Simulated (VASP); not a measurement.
These are PBEsol GGA, VASP's PBE PAW potentials (set 64) (plane waves; VASP 6.6.1) values and carry that method's errors.

The input files of a VASP run:

File POSCAR:
```
InP
1
    0.0000000000     2.8752040000     2.8752040000
    2.8752040000     0.0000000000     2.8752040000
    2.8752040000     2.8752040000     0.0000000000
In P
1 1
Direct
  0.0000000000   0.0000000000   0.0000000000
  0.2500000000   0.2500000000   0.2500000000
```

### KPOINTS
```
Automatic mesh
0
gamma
 7 7 7
0 0 0
```

INCAR:
```
ALGO  =  Normal
EDIFF  =  1E-6
EDIFFG  =  -0.01
ENCUT  =  400
GGA  =  PS
IBRION  =  2
ISIF  =  3
ISMEAR  =  0
LASPH  =  .TRUE.
LCHARG  =  .FALSE.
LMAXMIX  =  4
LREAL  =  .FALSE.
LWAVE  =  .FALSE.
NELM  =  100
NSW  =  60
PREC  =  Accurate
SIGMA  =  0.05
SYSTEM  =  InP
```

POTCAR, in this order: In_d P (PBE.64 set). Program: vasp_std.

The resulting files:

### OUTCAR
```
 ion  position               nearest neighbor table
   1  0.000  0.000  0.000-   2 2.49   2 2.49   2 2.49   2 2.49
   2  0.250  0.250  0.250-   1 2.49   1 2.49   1 2.49   1 2.49
  LATTYP: Found a face centered cubic cell.
 ALAT       =     5.7504080000
 Subroutine PRICEL returns:
 Original cell was already a primitive cell.
 Subroutine GETGRP returns: Found 24 space group operations
The static configuration has the point symmetry T_d .
The dynamic configuration has the point symmetry T_d .
 Subroutine INISYM returns: Found 24 space group operations
 Subroutine IBZKPT returns following result:
 Found     20 irreducible k-points:

 Following reciprocal coordinates:
            Coordinates               Weight
  0.000000  0.000000  0.000000      1.000000
  0.142857  0.000000  0.000000      8.000000
  0.285714  0.000000  0.000000      8.000000
  0.428571  0.000000  0.000000      8.000000
  0.142857  0.142857  0.000000      6.000000
  0.285714  0.142857  0.000000     24.000000
  0.428571  0.142857  0.000000     24.000000
 -0.428571  0.142857  0.000000     24.000000
 -0.285714  0.142857  0.000000     24.000000
 -0.142857  0.142857  0.000000     12.000000
  0.285714  0.285714  0.000000      6.000000
  0.428571  0.285714  0.000000     24.000000
 -0.428571  0.285714  0.000000     24.000000
 -0.285714  0.285714  0.000000     12.000000
  0.428571  0.428571  0.000000      6.000000
 -0.428571  0.428571  0.000000     12.000000
  0.428571  0.285714  0.142857     24.000000
 -0.428571  0.285714  0.142857     48.000000
 -0.428571  0.428571  0.142857     24.000000
 -0.285714  0.428571  0.142857     24.000000
   k-points           NKPTS =     20   k-points in BZ     NKDIM =     20   number of bands    NBANDS=     13
   number of dos      NEDOS =    301   number of ions     NIONS =      2
   total plane-waves  NPLWV =  21952
   dimension x,y,z NGX =    28 NGY =   28 NGZ =   28
   dimension x,y,z NGXF=    56 NGYF=   56 NGZF=   56
   ions per type =               1   1
   PREC   = accura    normal or accurate (medium, high low for compatibility)
   ISTART =      0    job   : 0-new  1-cont  2-samecut
   ICHARG =      2    charge: 1-file 2-atom 10-const
   ISPIN  =      1    spin polarized calculation?
   LNONCOLLINEAR =      F non collinear calculations
   LSORBIT =      F    spin-orbit coupling
   INIWAV =      1    electr: 0-lowe 1-rand  2-diag
   ENCUT  =  400.0 eV  29.40 Ry    5.42 a.u.   6.63  6.63  6.63*2*pi/ulx,y,z
   NELM   =    100;   NELMIN=  2; NELMDL= -5     # of ELM steps
   EDIFF  = 0.1E-05   stopping-criterion for ELM
   LREAL  =      F    real-space projection
   NLSPLINE    = F    spline interpolate recip. space projectors
   LMAXMIX     =    4 max onsite mixed and CHGCAR
   VOSKOWN=      0    Vosko Wilk Nusair interpolation
   EDIFFG = -.1E-01   stopping-criterion for IOM
   NSW    =     60    number of steps for IOM
   NBLOCK =      1;   KBLOCK =     60    inner block; outer block
   IBRION =      2    ionic relax: 0-MD 1-quasi-New 2-CG
   NFREE  =      1    steps in history (QN), initial steepest desc. (CG)
   ISIF   =      3    stress and relaxation
   ISYM   =      2    0-nonsym 1-usesym 2-fastsym
   TEIN   =    0.0    initial temperature
   TEBEG  =    0.0;   TEEND  =   0.0 temperature during run
   SMASS  =  -3.00    Nose mass-parameter (am)
   PSTRESS=    0.0 pullay stress
   NELECT =      18.0000    total number of electrons
   EFERMI =   0.00;   METHOD = LEGACY
   ISMEAR =     0;   SIGMA  =   0.05  broadening in eV -4-tet -1-fermi 0-gaus
   IALGO  =     38    algorithm
   LDIAG  =      T    sub-space diagonalisation (order eigenvalues)
   IMIX   =      4    mixing-type and parameters
     AMIX     =   0.40;   BMIX     =  1.00
     AMIX_MAG =   1.60;   BMIX_MAG =  1.00
...
```

### OSZICAR
```
       N       E                     dE             d eps       ncg     rms          rms(c)
DAV:   1     0.106233024889E+03    0.10623E+03   -0.73618E+03   520   0.132E+03
DAV:   2    -0.200037616200E+01   -0.10823E+03   -0.10477E+03   540   0.305E+02
DAV:   3    -0.934649546312E+01   -0.73461E+01   -0.72865E+01   680   0.868E+01
DAV:   4    -0.952994306563E+01   -0.18345E+00   -0.18335E+00   587   0.149E+01
DAV:   5    -0.953907996828E+01   -0.91369E-02   -0.91366E-02   795   0.291E+00    0.604E+00
DAV:   6    -0.914530620112E+01    0.39377E+00   -0.71092E-01   778   0.176E+01    0.359E+00
DAV:   7    -0.910470459767E+01    0.40602E-01   -0.20089E-01   729   0.472E+00    0.118E+00
DAV:   8    -0.910169641933E+01    0.30082E-02   -0.18821E-02   675   0.204E+00    0.450E-01
DAV:   9    -0.910182050806E+01   -0.12409E-03   -0.17927E-03   711   0.677E-01    0.202E-01
DAV:  10    -0.910184878370E+01   -0.28276E-04   -0.18746E-04   752   0.135E-01    0.134E-01
DAV:  11    -0.910186681547E+01   -0.18032E-04   -0.44208E-05   583   0.908E-02    0.472E-02
DAV:  12    -0.910186614685E+01    0.66862E-06   -0.10416E-05   635   0.618E-02    0.197E-02
DAV:  13    -0.910186609934E+01    0.47512E-07   -0.65274E-07   340   0.799E-03
   1 F= -.91018661E+01 E0= -.91018661E+01  d E =-.910187E+01
       N       E                     dE             d eps       ncg     rms          rms(c)
DAV:   1    -0.108986194779E+02   -0.17968E+01   -0.51004E+01   655   0.179E+02    0.784E+00
DAV:   2    -0.944067439406E+01    0.14579E+01   -0.29108E+00   675   0.392E+01    0.330E+00
DAV:   3    -0.913749559789E+01    0.30318E+00   -0.10806E+00   670   0.229E+01    0.125E+00
DAV:   4    -0.913640520112E+01    0.10904E-02   -0.50044E-02   575   0.256E+00    0.834E-01
DAV:   5    -0.913147276552E+01    0.49324E-02   -0.36514E-03   608   0.707E-01    0.432E-01
DAV:   6    -0.913063915260E+01    0.83361E-03   -0.15683E-03   643   0.465E-01    0.578E-02
DAV:   7    -0.913061834840E+01    0.20804E-04   -0.17763E-04   643   0.258E-01    0.254E-02
DAV:   8    -0.913061428113E+01    0.40673E-05   -0.42438E-05   645   0.137E-01    0.505E-03
DAV:   9    -0.913061505283E+01   -0.77171E-06   -0.15976E-06   426   0.122E-02
   2 F= -.91306151E+01 E0= -.91306151E+01  d E =-.287490E-01
       N       E                     dE             d eps       ncg     rms          rms(c)
DAV:   1    -0.945198496416E+01   -0.32137E+00   -0.71727E+00   650   0.563E+01    0.381E+00
DAV:   2    -0.919008532120E+01    0.26190E+00   -0.58789E-01   665   0.213E+01    0.122E+00
DAV:   3    -0.915071298348E+01    0.39372E-01   -0.11544E-01   665   0.799E+00    0.761E-01
DAV:   4    -0.915026318612E+01    0.44980E-03   -0.49430E-03   555   0.685E-01    0.525E-01
DAV:   5    -0.914968614288E+01    0.57704E-03   -0.70589E-04   646   0.329E-01    0.150E-01
DAV:   6    -0.914969558467E+01   -0.94418E-05   -0.20935E-04   805   0.220E-01    0.393E-02
DAV:   7    -0.914968523364E+01    0.10351E-04   -0.27540E-05   665   0.877E-02    0.513E-03
DAV:   8    -0.914968529934E+01   -0.65705E-07   -0.17416E-06   320   0.307E-02
   3 F= -.91496853E+01 E0= -.91496853E+01  d E =-.478192E-01
```

### OUTCAR
```
------------------------ aborting loop because EDIFF is reached ----------------------------------------
  FORCE on cell =-STRESS in cart. coord.  units (eV):
  Direction    XX          YY          ZZ          XY          YZ          ZX
  --------------------------------------------------------------------------------------
  Total        0.0005030      0.0005030      0.0005030      0.0000000     -0.0000000     -0.0000000
  in kB        0.0158839      0.0158839      0.0158839      0.0000000     -0.0000000     -0.0000000
  external PRESSURE =       0.0158839 kB  Pullay stress =       0.0000000 kB
  volume of cell :       50.73
      direct lattice vectors                 reciprocal lattice vectors
     0.000000000  2.938239805  2.938239805    -0.170169909  0.170169909  0.170169909
     2.938239805  0.000000000  2.938239805     0.170169909 -0.170169909  0.170169909
     2.938239805  2.938239805 -0.000000000     0.170169909  0.170169909 -0.170169909
  FREE ENERGIE OF THE ION-ELECTRON SYSTEM (eV)
  ---------------------------------------------------
  free  energy   TOTEN  =        -9.1496852993 eV

  energy  without entropy=       -9.1496852993  energy(sigma->0) =       -9.14968530

 reached required accuracy - stopping structural energy minimisation
```
(Selected blocks of OUTCAR.)

CONTCAR:
```
InP
   1.00000000000000
     0.0000000000000000    2.9382398045194438    2.9382398045194438
     2.9382398045194438    0.0000000000000000    2.9382398045194438
     2.9382398045194438    2.9382398045194438   -0.0000000000000000
  In              P
     1     1
Direct
     0.0000000000000000    0.0000000000000000    0.0000000000000000
     0.2500000000000000    0.2500000000000000    0.2500000000000000
```

Energy and stress use the plane-wave basis of the starting cell.

The structure was generated: InP was put into the zinc blende type (F-43m), which need not be its known phase. This run relaxes it. Symmetry was kept, so distortions that lower it aren't found.
